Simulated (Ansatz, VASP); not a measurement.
# Ge5H in two plane-wave programs

One calculation is typed for both programs; each brings its own data sets. How far apart do they land? The structure shown is the start of the Ansatz relaxation below; VASP solves that cell, so the two are compared at the walk's first step.

Method: plane waves, with VASP 6.6.1 beside it; single point at PBE, in Ansatz 0.2.0.

**1. The starting structure**

The cell holds 12 atoms: 10 Ge and 2 H. Its edges and angles: a = 4.073 Å, b = 4.073 Å, c = 32.324 Å, α = 90.0°, β = 90.0°, γ = 120.0°. It derives from Ge. Vacuum lies along c.

**2. Ansatz: relaxation, PBE**

Ansatz runs on its PAW soft_1 files.

The two programs are compared at the cell with which this relaxation starts, whose forces are those of its first step.

File input.yaml:

```yaml
crystal:
  lattice:
    - [4.0734029174, 0.0, 0.0]
    - [-2.0367064942, 3.5276707594, 0.0]
    - [0.0, 0.0, 32.3235521642]
  atoms:
    - { symbol: Ge, position: [0.0, 0.0, 0.281972] }
    - { symbol: Ge, position: [0.333333, 0.666667, 0.307696] }
    - { symbol: Ge, position: [0.333333, 0.666667, 0.384867] }
    - { symbol: Ge, position: [0.666667, 0.333333, 0.41059] }
    - { symbol: Ge, position: [0.666667, 0.333333, 0.487761] }
    - { symbol: Ge, position: [0.0, 0.0, 0.513485] }
    - { symbol: Ge, position: [0.0, 0.0, 0.590656] }
    - { symbol: Ge, position: [0.333333, 0.666667, 0.61638] }
    - { symbol: Ge, position: [0.333333, 0.666667, 0.693551] }
    - { symbol: Ge, position: [0.666667, 0.333333, 0.719274] }
    - { symbol: H, position: [0.0, 0.0, 0.233678] }
    - { symbol: H, position: [0.666667, 0.333333, 0.766322] }
  periodic: [true, true, false]
kpoints:
  mp_grid: { grid: [8, 8, 1] }
hamiltonian:
  xc: pbe
  pseudopotentials: { kind: paw, azcp: { folder: soft_1 } }
scf:
  occupations: { method: gaussian, width: 0.03 }
output:
  forces: true
  eigenvalues: true
relax:
  adjacent_minimum: "off"
  f_tol: 0.003
  max_steps: 120
  constraints: [{ sites: [0, 1, 10] }]
```

Run with:

```sh
ansatz run input.yaml --threads 8 --pin off --max-ram 20480MiB --backend cpu --events-out ev --progress --plain --runs-dir out
```

Numbers of over 12 decimals in the logs are rounded to 6 here.

The program printed:

```text
Warning: crystal.periodic: the lattice vector that does not repeat stood 0.000° off the slab's normal, 32.324 Å along it as the deck builds it. The run solves the slab on a vector along the normal, 58.234 Å long, with every atom where it was (on the deck's vector they left 15.11 Å outside them, and the widest stretch free of ions among them is 2.49 Å). A fractional position that the run reports is one of the run's ce [...]
[...]
SCF iter   6: F=—  HF=-42981.120197 eV  |F-HF|=—  |Δ(HF+E_count)|=   2.82e-6  Δρ=3.38e-5  dr2=8.85e-6  ethr=2.89e-8  ⟨swp⟩=2.7  Hψ=1086  notcnv=0  defer=83
SCF iter   7: F=-42981.120196 eV  HF=-42981.120197 eV  |F-HF|=3.80e-7  |Δ(HF+E_count)|=   3.63e-8  Δρ=9.79e-6  dr2=1.05e-6  ethr=1.18e-9  ⟨swp⟩=13.7  Hψ=4766  notcnv=0
SCF 3 converged in 7 iterations: F = -42981.120196 eV  dr2 = 1.05e-6
relax step   3: F+E_penalty+E_count = -42981.12019646 eV  Δ(F+E_penalty+E_count) = -3.939e-3 eV  max|allowed force component| = 1.229e-2 eV/Å  Δτ_max = 0.0300 Å  (7 SCF iters, dr2 threshold 1.68e-6 eV, accepted)
SCF iter   1: F=—  HF=-42981.120223 eV  |F-HF|=—  |Δ(HF+E_count)|=         —  Δρ=1.36e-4  dr2=7.48e-5  ethr=7.37e-7  ⟨swp⟩=2.0  Hψ=1347  notcnv=0  defer=83
preconditioner: auto → Resta (q_TF=auto, 2.030 Å⁻¹)  ε∞=1.5  [insulator: Δε(μ)=0.168 eV  Ē_g=22.165 eV  σ=0.030 eV  W_gap=1.00  n_scr=150 (ndim 8)  ℏωp=15.3 eV  f_vac=0.689  D(μ)=0.00/eV (n_scr^D=0)  ε∞_Penn≈1.5  vacuum switching on, ρ_ref=3.6e-2 e/Å³]
SCF iter   2: F=—  HF=-42981.120264 eV  |F-HF|=—  |Δ(HF+E_count)|=   4.08e-5  Δρ=5.52e-5  dr2=1.12e-4  ethr=5.27e-8  ⟨swp⟩=2.2  Hψ=1105  notcnv=0  defer=83
SCF iter   3: F=—  HF=-42981.120302 eV  |F-HF|=—  |Δ(HF+E_count)|=   3.85e-5  Δρ=6.97e-5  dr2=6.12e-4  ethr=5.27e-8  ⟨swp⟩=2.4  Hψ=924  notcnv=0  defer=83  recentre
SCF iter   4: F=—  HF=-42981.120260 eV  |F-HF|=—  |Δ(HF+E_count)|=   4.20e-5  Δρ=1.73e-5  dr2=4.58e-5  ethr=5.27e-8  ⟨swp⟩=2.9  Hψ=1021  notcnv=0  defer=83
SCF iter   5: F=—  HF=-42981.120259 eV  |F-HF|=—  |Δ(HF+E_count)|=   1.01e-6  Δρ=9.20e-6  dr2=1.27e-6  ethr=3.23e-8  ⟨swp⟩=2.1  Hψ=911  notcnv=0  defer=83
SCF iter   6: F=—  HF=-42981.120222 eV  |F-HF|=—  |Δ(HF+E_count)|=   3.79e-5  Δρ=4.26e-6  dr2=1.47e-7  ethr=8.93e-10  ⟨swp⟩=2.9  Hψ=1089  notcnv=0  defer=83
SCF iter   7: F=—  HF=-42981.120222 eV  |F-HF|=—  |Δ(HF+E_count)|=   1.07e-8  Δρ=1.47e-6  dr2=1.93e-8  ethr=1.04e-10  ⟨swp⟩=3.0  Hψ=1136  notcnv=0  defer=83
SCF iter   8: F=-42981.120222 eV  HF=-42981.120222 eV  |F-HF|=3.70e-9  |Δ(HF+E_count)|=   1.43e-9  Δρ=7.11e-7  dr2=7.24e-9  ethr=6.64e-12  ⟨swp⟩=11.5  Hψ=4063  notcnv=0
SCF 4 converged in 8 iterations: F = -42981.120222 eV  dr2 = 7.24e-9
relax step   4: F+E_penalty+E_count = -42981.12022154 eV  Δ(F+E_penalty+E_count) = -2.508e-5 eV  max|allowed force component| = 6.279e-4 eV/Å  Δτ_max = 0.0031 Å  (8 SCF iters, accepted)
SCF converged after 8 iterations
Free energy (F): -42981.120222 eV
Harris-Foulkes:  -42981.120222 eV  (|F-HF|=3.70e-9)
Internal energy: -42981.120221 eV  (E = F + TS)
E sigma→0 (E₀):  -42981.120221 eV
Entropy (-TS):   -0.000000 eV (-0.000 meV/atom)
Fermi energy:    -4.298697 eV
--- Per-component energies (eV) ---
  E_band       = -3297.756479
  E_kinetic    = 947.685533
  E_local      = -1169128.091995  (includes V_loc(G=0)·N_el)
  E_nonlocal   = 2177.541651
  E_hartree    = 583145.184813
  E_xc         = -730.089582
  E_vxc        = -668.310815  (∫ρ·V_xc dr)
  E_paw        = -20134.799358  (= ΣΔE_a)
  E_vpaw       = -2916.952856  (= ΣTr[D̂ρ^β])
  E_aug_tail   = -0.001671  (compensation charges beyond the density's cutoff)
  E_ewald      = 560741.450388
  E_smearing   = -0.000000  (= −TS)
  E_closure    = 0.000000  (closes the sum)
  Σ components = -42981.120222   (vs F -42981.120222, Δ=0.00e0)
--- Forces (eV/Å), atoms counted from 1 ---
  atom   1  Ge    -0.00000000     0.00000000     0.24717409
  atom   2  Ge     0.00000000    -0.00000000    -0.29112978
  atom   3  Ge    -0.00000000     0.00000000     0.00009863
  atom   4  Ge     0.00000000    -0.00000000    -0.00058647
  atom   5  Ge    -0.00000000     0.00000000    -0.00006259
  atom   6  Ge     0.00000000    -0.00000000    -0.00041317
  atom   7  Ge    -0.00000000     0.00000000    -0.00039988
  atom   8  Ge     0.00000000    -0.00000000    -0.00062787
  atom   9  Ge    -0.00000000     0.00000000    -0.00040493
  atom  10  Ge     0.00000000    -0.00000000    -0.00004986
  atom  11  H      0.00000000     0.00000000     0.04623275
  atom  12  H     -0.00000000     0.00000000     0.00021060
  max |Σ_I F_I| component: 4.15e-5 eV/Å
--- Band table (eV; the first three rows and the last of 10) ---
  k-point 0: bands = ["-29.0455", "-29.0455", "-29.0398", "-29.0398", "-29.0320", "-29.0320", "-29.0245", "-29.0216", "-29.0216", "-29.0173", "-29.0113", "-28.9876", "-28.9876", "-28.9830", "-28.9739", "-28.9739", "-28.9628", "-28.9628", "-28.9527", "-28.9527", "-28.9343", "-28.9343", "-28.8966", "-28.8739", "-28.8739", "-28.8402", "-28.8402", "-28.8318", "-28.8318", "-28.8237", "-28.8198", "-28.8198", "-28.8153", "- [...]
  k-point 1: bands = ["-29.0546", "-29.0490", "-29.0455", "-29.0427", "-29.0354", "-29.0350", "-29.0290", "-29.0263", "-29.0222", "-29.0150", "-29.0027", "-28.9829", "-28.9822", "-28.9784", "-28.9686", "-28.9665", "-28.9555", "-28.9546", "-28.9431", "-28.9423", "-28.9372", "-28.9329", "-28.8972", "-28.8694", "-28.8673", "-28.8579", "-28.8497", "-28.8408", "-28.8365", "-28.8354", "-28.8233", "-28.8220", "-28.8198", "- [...]
  k-point 2: bands = ["-29.0642", "-29.0535", "-29.0522", "-29.0478", "-29.0422", "-29.0419", "-29.0351", "-29.0326", "-29.0215", "-29.0137", "-28.9942", "-28.9795", "-28.9699", "-28.9650", "-28.9582", "-28.9517", "-28.9463", "-28.9394", "-28.9341", "-28.9288", "-28.9218", "-28.9193", "-28.8968", "-28.8911", "-28.8702", "-28.8694", "-28.8564", "-28.8561", "-28.8417", "-28.8408", "-28.8382", "-28.8287", "-28.8280", "- [...]
  k-point 9: bands = ["-29.0688", "-29.0673", "-29.0671", "-29.0646", "-29.0594", "-29.0581", "-29.0526", "-29.0300", "-28.9945", "-28.9786", "-28.9736", "-28.9694", "-28.9633", "-28.9369", "-28.9310", "-28.9293", "-28.9258", "-28.9223", "-28.9170", "-28.9130", "-28.9058", "-28.9000", "-28.8980", "-28.8925", "-28.8827", "-28.8808", "-28.8757", "-28.8743", "-28.8704", "-28.8678", "-28.8581", "-28.8523", "-28.8410", "- [...]
  ° read free of the cell's end (the report's vacuum.weakly_bound_levels)
--- Relaxed structure (4 steps of the walk, 4 accepted, 0 SCFs on fresh bases) ---
  F+E_penalty+E_count = -42981.12022154 eV   max|allowed force component| = 6.279e-4 eV/Å
  cell:  # Å, volume = 836.7992 Å³
    - [4.073403, 2.9072472806396224e-6, 0.0]
    - [-2.036704, 3.527669, 0.0]
    - [0.0, 0.0, 58.233892]
  atoms:
    - { symbol: Ge, position: [0.0, 0.0, 0.156513] }
    - { symbol: Ge, position: [0.333333, 0.666667, 0.170791] }
    - { symbol: Ge, position: [0.333333, 0.666667, 0.213350] }
    - { symbol: Ge, position: [0.666667, 0.333333, 0.227572] }
    - { symbol: Ge, position: [0.666667, 0.333333, 0.270345] }
    - { symbol: Ge, position: [-5.6158638624888935e-19, -1.3383301714849403e-19, 0.284579] }
    - { symbol: Ge, position: [-6.469146995881668e-19, -1.5416781496769588e-19, 0.327347] }
    - { symbol: Ge, position: [0.333333, 0.666667, 0.341577] }
    - { symbol: Ge, position: [0.333333, 0.666667, 0.384192] }
    - { symbol: Ge, position: [0.666667, 0.333333, 0.397689] }
    - { symbol: H, position: [0.0, 0.0, 0.129706] }
    - { symbol: H, position: [0.666667, 0.333333, 0.424460] }
```

**3. VASP: single point, PBE, start cell**

The same cell, functional, mesh and smearing now go to VASP, with its own data sets.

Lines of VASP's logs that name or quote its potential files are left out, and so is its time.

File INCAR:

```
SYSTEM = Ge5H
PREC = Accurate
ENCUT = 410
EDIFF = 1E-06
NELM = 120
ISMEAR = 0
SIGMA = 0.03
LREAL = .FALSE.
ALGO = Normal
GGA = PE
NBANDS = 88
LORBIT = 11
LWAVE = .FALSE.
LCHARG = .FALSE.
ISIF = 2
LDIPOL = .TRUE.
IDIPOL = 3
DIPOL = 0.5 0.5 0.501
LVHAR = .TRUE.
LASPH = .TRUE.
GGA_COMPAT = .FALSE.
EFERMI = MIDGAP
NELMDL = -8
KPAR = 2
```

File POSCAR:

```
Ge5H
1.0
    4.0734029174      0.0000000000      0.0000000000
   -2.0367064942      3.5276707594      0.0000000000
    0.0000000000      0.0000000000     32.3235521642
Ge H
10 2
Direct
    0.0000000000      0.0000000000      0.2819720108
    0.3333333333      0.6666666667      0.3076960091
    0.3333333333      0.6666666667      0.3848670139
    0.6666666667      0.3333333333      0.4105899912
    0.6666666667      0.3333333333      0.4877609961
    0.0000000000      0.0000000000      0.5134849943
    0.0000000000      0.0000000000      0.5906559992
    0.3333333333      0.6666666667      0.6163799974
    0.3333333333      0.6666666667      0.6935510023
    0.6666666667      0.3333333333      0.7192740105
    0.0000000000      0.0000000000      0.2336779993
    0.6666666667      0.3333333333      0.7663219956
```

File KPOINTS:

```
Automatic mesh
0
Gamma
8 8 1
0 0 0
```

PAW data sets: Ge_d and H (PBE family, release 64).

Run with:

```sh
mpirun -np 2 vasp_std
```

The program printed:

```text
[banner, memory and clock lines left out]
running    2 mpi-ranks, on    1 nodes
 distrk:  each k-point on    1 cores,    2 groups
 distr:  one band on    1 cores,    1 groups

 POSCAR found type information on POSCAR GeH
 POSCAR found :  2 types and      12 ions
 LDA part: xc-table for (Slater+PW92), standard interpolation
 POSCAR, INCAR and KPOINTS ok, starting setup
 FFT: planning ... GRIDC
 FFT: planning ... GRID_SOFT
 FFT: planning ... GRID
 WAVECAR not read
 entering main loop
       N       E                     dE             d eps       ncg     rms          rms(c)
DAV:   1     0.165106499510E+04    0.16511E+04   -0.62687E+04  2256   0.303E+03
DAV:   2     0.264062330949E+03   -0.13870E+04   -0.13282E+04  1920   0.891E+02
DAV:   3    -0.250800863328E+02   -0.28914E+03   -0.28185E+03  2168   0.225E+02
DAV:   4    -0.509620649412E+02   -0.25882E+02   -0.25682E+02  2048   0.779E+01
DAV:   5    -0.522138072660E+02   -0.12517E+01   -0.12506E+01  2240   0.196E+01
DAV:   6    -0.522762557597E+02   -0.62448E-01   -0.62447E-01  2496   0.385E+00
DAV:   7    -0.522774062033E+02   -0.11504E-02   -0.11504E-02  2616   0.495E-01
DAV:   8    -0.522774487497E+02   -0.42546E-04   -0.42546E-04  2608   0.846E-02    0.790E+00
DAV:   9    -0.516718383670E+02    0.60561E+00   -0.18674E-01  2056   0.749E+00    0.469E+00
DAV:  11    -0.513987611609E+02    0.12457E-02   -0.14469E-01  2064   0.531E+00    0.434E-01
DAV:  12    -0.514004005701E+02   -0.16394E-02   -0.36628E-02  2080   0.260E+00    0.206E-01
DAV:  13    -0.514010874162E+02   -0.68685E-03   -0.93235E-03  2072   0.223E+00    0.105E-01
DAV:  14    -0.514011268513E+02   -0.39435E-04   -0.34567E-03  2048   0.117E+00    0.549E-02
DAV:  15    -0.514008885214E+02    0.23833E-03   -0.17308E-03  2080   0.833E-01    0.328E-02
[...]
DAV:  23    -0.514016894914E+02   -0.29443E-04   -0.16621E-06  1400   0.269E-02    0.906E-04
DAV:  24    -0.514016966941E+02   -0.72026E-05   -0.89032E-07  1456   0.108E-02    0.681E-04
DAV:  25    -0.514017092779E+02   -0.12584E-04   -0.52253E-07  1360   0.115E-02    0.529E-04
DAV:  26    -0.514017168874E+02   -0.76095E-05   -0.34355E-07  1344   0.609E-03    0.404E-04
DAV:  27    -0.514017195624E+02   -0.26750E-05   -0.63982E-08  1280   0.489E-03    0.221E-04
DAV:  28    -0.514017249294E+02   -0.53670E-05   -0.17992E-07  1336   0.474E-03    0.165E-04
DAV:  29    -0.514017260716E+02   -0.11422E-05   -0.58211E-08  1312   0.265E-03    0.120E-04
DAV:  30    -0.514017264116E+02   -0.33995E-06   -0.17432E-08  1248   0.168E-03
   1 F= -.51401726E+02 E0= -.51401726E+02  d E =-.217191E-07
```

OUTCAR, selected parts (step 3):

```text
ion  position               nearest neighbor table
   1  0.000  0.000  0.282-  11 1.56   2 2.49   2 2.49   2 2.49
   2  0.333  0.667  0.308-   3 2.49   1 2.49   1 2.49   1 2.49
   3  0.333  0.667  0.385-   4 2.49   4 2.49   4 2.49   2 2.49
   4  0.667  0.333  0.411-   3 2.49   3 2.49   3 2.49   5 2.49
   5  0.667  0.333  0.488-   4 2.49   6 2.49   6 2.49   6 2.49
   6  0.000  0.000  0.513-   7 2.49   5 2.49   5 2.49   5 2.49
   7  0.000  0.000  0.591-   6 2.49   8 2.49   8 2.49   8 2.49
   8  0.333  0.667  0.616-   9 2.49   7 2.49   7 2.49   7 2.49
   9  0.333  0.667  0.694-  10 2.49  10 2.49  10 2.49   8 2.49
  10  0.667  0.333  0.719-  12 1.52   9 2.49   9 2.49   9 2.49
  11  0.000  0.000  0.234-   1 1.56
  12  0.667  0.333  0.766-  10 1.52

  LATTYP: Found a hexagonal cell.
 ALAT       =     4.0734029174
 C/A-ratio  =     7.9352700481

 Subroutine GETGRP returns: Found  6 space group operations
 (whereof  6 operations were pure point group operations)

The static configuration has the point symmetry C_3v.

 Found     10 irreducible k-points:

   k-points           NKPTS =     10   k-points in BZ     NKDIM =     10   number of bands    NBANDS=     88

   dimension x,y,z NGX =    28 NGY =   28 NGZ =  216
   dimension x,y,z NGXF=    56 NGYF=   56 NGZF=  432

   ENCUT  =  410.0 eV  30.13 Ry    5.49 a.u.   6.73  6.73 53.37*2*pi/ulx,y,z

   NELECT =     142.0000    total number of electrons

 k-points in reciprocal lattice and weights: Automatic mesh
   0.00000000  0.00000000  0.00000000       0.016
   0.12500000  0.00000000  0.00000000       0.094
   0.25000000  0.00000000  0.00000000       0.094
   0.37500000 -0.00000000  0.00000000       0.094
   0.50000000  0.00000000  0.00000000       0.047
   0.12500000  0.12500000  0.00000000       0.094
   0.25000000  0.12500000  0.00000000       0.188
   0.37500000  0.12500000  0.00000000       0.188
   0.25000000  0.25000000  0.00000000       0.094
   0.37500000  0.25000000  0.00000000       0.094

 dipolmoment           0.000000      0.000000     -0.006631 electrons x Angstroem

 average (electrostatic) potential at core
       1 -78.8728       2 -78.8961       3 -78.9812       4 -78.9847       5 -78.9885
       6 -78.9886       7 -78.9853       8 -78.9820       9 -78.9032      10 -78.8810
      11 -36.7469      12 -36.9587

 E-fermi :   0.3119

 k-point     1 :       0.0000    0.0000    0.0000
  band No.  band energies     occupation
    ...
     67      -0.3988      2.00000
     68      -0.0499      2.00000
     69      -0.0499      2.00000
     70       0.2134      2.00000
     71       0.2134      2.00000
     72       0.4073      0.00001
     73       0.4343      0.00000
     74       0.6137      0.00000
     75       0.8836      0.00000
     76       1.0471      0.00000
    ...

 k-point     2 :       0.1250    0.0000    0.0000
  band No.  band energies     occupation
    ...
     67      -1.0445      2.00000
     68      -0.6964      2.00000
     69      -0.4902      2.00000
     70      -0.3212      2.00000
     71      -0.0398      2.00000
     72       1.4615      0.00000
     73       1.6039      0.00000
     74       1.7727      0.00000
     75       1.9590      0.00000
     76       2.1588      0.00000
    ...

 k-point     3 :       0.2500    0.0000    0.0000
  band No.  band energies     occupation
    ...
     67      -1.6261      2.00000
     68      -1.2555      2.00000
     69      -0.9253      2.00000
     70      -0.8583      2.00000
     71      -0.5601      2.00000
     72       1.2427      0.00000
     73       1.5598      0.00000
     74       1.7966      0.00000
     75       1.9763      0.00000
     76       2.0628      0.00000
    ...

  Total       -1.3300029     -1.3300032     -1.2056371      0.0000019      0.0000000      0.0000000
  in kB       -4.5877388     -4.5877397     -4.1587490      0.0000065      0.0000000      0.0000000
  external PRESSURE =      -4.4447425 kB  Pullay stress =       0.0000000 kB

  energy-cutoff  :      410.00
  volume of cell :      464.48
      direct lattice vectors                 reciprocal lattice vectors
     4.073402917  0.000000000  0.000000000     0.245494988  0.141736934  0.000000000
    -2.036706494  3.527670759  0.000000000     0.000000000  0.283473166  0.000000000
     0.000000000  0.000000000 32.323552164     0.000000000  0.000000000  0.030937194

 POSITION                                       TOTAL-FORCE (eV/Angst)
 -----------------------------------------------------------------------------------
      0.00000      0.00000      9.11434         0.000000      0.000000      0.244081
     -0.00000      2.35178      9.94583         0.000000      0.000000     -0.190675
     -0.00000      2.35178     12.44027        -0.000000      0.000000     -0.080720
      2.03670      1.17589     13.27173        -0.000000      0.000000     -0.010300
      2.03670      1.17589     15.76617         0.000000     -0.000000     -0.002684
      0.00000      0.00000     16.59766        -0.000000      0.000000      0.007251
      0.00000      0.00000     19.09210         0.000000      0.000000      0.007459
     -0.00000      2.35178     19.92359         0.000000      0.000000      0.076984
     -0.00000      2.35178     22.41803        -0.000000      0.000000      0.174256
      2.03670      1.17589     23.24949        -0.000000      0.000000     -0.840017
      0.00000      0.00000      7.55330         0.000000      0.000000      0.062504
      2.03670      1.17589     24.77025         0.000000      0.000000      0.551862
 -----------------------------------------------------------------------------------
    total drift:                                0.000003     -0.000000      0.004043

  FREE ENERGIE OF THE ION-ELECTRON SYSTEM (eV)
  ---------------------------------------------------
  free  energy   TOTEN  =       -51.4017264116 eV

  energy  without entropy=      -51.4017263898  energy(sigma->0) =      -51.40172640

 vacuum level on the upper side and lower side of the slab         4.510         4.593

 total charge
# of ion       s       p       d       tot
------------------------------------------
    1        1.110   1.280  10.029  12.419
    2        1.124   1.224  10.014  12.362
    3        1.130   1.215  10.015  12.360
    4        1.133   1.212  10.016  12.360
    5        1.133   1.212  10.015  12.360
    6        1.133   1.212  10.015  12.360
    7        1.133   1.212  10.016  12.360
    8        1.130   1.215  10.015  12.360
    9        1.123   1.225  10.014  12.362
   10        1.111   1.301  10.033  12.444
   11        0.532   0.012   0.000   0.544
   12        0.548   0.014   0.000   0.561
--------------------------------------------------
tot         12.339  12.332 100.181 124.852

[... 3 further parts left out ...]
```

The run ends at a pressure of -0.44 GPa, with forces up to 0.84 eV/Å.

**4. Comparison**

Known differences besides the potentials themselves: Ansatz cuts the interaction across the vacuum, VASP repeats the sheet with a dipole correction; Ansatz takes its cutoff from its data sets, VASP runs at 410 eV. Total energies have different zeros and are not compared.

Forces on 8 of the 12 atoms, those with the largest forces and the largest differences (eV/Å; atoms numbered as in POSCAR):

```csv
atom,"Ansatz x, y, z","VASP x, y, z"
Ge1,"0.000, 0.000, 0.258","0.000, 0.000, 0.244"
Ge2,"0.000, 0.000, -0.190","0.000, 0.000, -0.191"
Ge3,"0.000, 0.000, -0.078","0.000, 0.000, -0.081"
Ge8,"0.000, 0.000, 0.080","0.000, 0.000, 0.077"
Ge9,"0.000, 0.000, 0.171","0.000, 0.000, 0.174"
Ge10,"0.000, 0.000, -0.864","0.000, 0.000, -0.840"
H11,"0.000, 0.000, 0.044","0.000, 0.000, 0.063"
H12,"0.000, 0.000, 0.576","0.000, 0.000, 0.552"
```

The forces differ by 6.9 meV/Å r.m.s., which is 3.9 % of the r.m.s. force of 0.179 eV/Å (both taken over all components). With vacuum in the cell, a pressure given here is an average over mostly empty space and none of the material.

**5. Outcome**

| Property | Result |
| --- | --- |
| r.m.s. force difference (single point, PBE, start cell) | 6.9 meV/Å |

What this shows: The r.m.s. force difference is 6.9 meV/Å (single point, PBE, start cell), within the 12 meV/Å picked in this series as the mark of a large difference. 1 further run of this series is not shown here. How closely two codes agree says nothing of how well the functional describes the real material.

[Lines on the potential files, build, host, timing and source positions are cut from VASP's logs without a mark.]

[Logs are printed without paths, hosts, clocks, repeated set-up lines and the standing remarks that a program may print on its own settings, such as how far it seeks lower states.]

[Hosts, paths, dates, database ids (printed as entryN), source tags and the programs' standing remarks are cut or masked in the printed files.]
